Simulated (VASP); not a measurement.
Elastic constants (GPa) of a crystal from VASP 6.6.1 with PBE GGA, VASP's PBE PAW potentials (set 64):

```tsv
	xx	yy	zz	yz	xz	xy
xx	153.4	57.0	57.0	0.0	0.0	0.0
yy	57.0	153.4	57.0	0.0	0.0	0.0
zz	57.0	57.0	153.4	0.0	0.0	0.0
yz	0.0	0.0	0.0	74.9	0.0	0.0
xz	0.0	0.0	0.0	0.0	74.9	0.0
xy	0.0	0.0	0.0	0.0	0.0	74.9
```

**Question.** Work out the Voigt, Reuss and Hill moduli, Young's modulus and Poisson's ratio.

**Answer.** All eigenvalues are positive (smallest 74.9 GPa), so the crystal is stable. K_V = (C11+C22+C33+2(C12+C13+C23))/9 = (460.2 + 2×171.0)/9 = 89.1 GPa; G_V = (460.2 − 171.0 + 3×224.7)/15 = 64.2 GPa. From the compliances, K_R = 89.1 GPa and G_R = 61.3 GPa. Hill: K = 89.1 GPa, G = 62.8 GPa, E = 9KG/(3K+G) = 152.5 GPa, ν = (3K−2G)/(2(3K+G)) = 0.215. K/G = 1.42, below Pugh's 1.75; universal anisotropy A^U = 0.24.

**Question.** With a density of 2.28 g/cm³, what are the mean sound speeds?

**Answer.** v_l = √((K+4G/3)/ρ) = 8.70 km/s and v_t = √(G/ρ) = 5.25 km/s. The crystal is Si (diamond), cubic.

The compound is Si in the diamond structure. It was relaxed first.
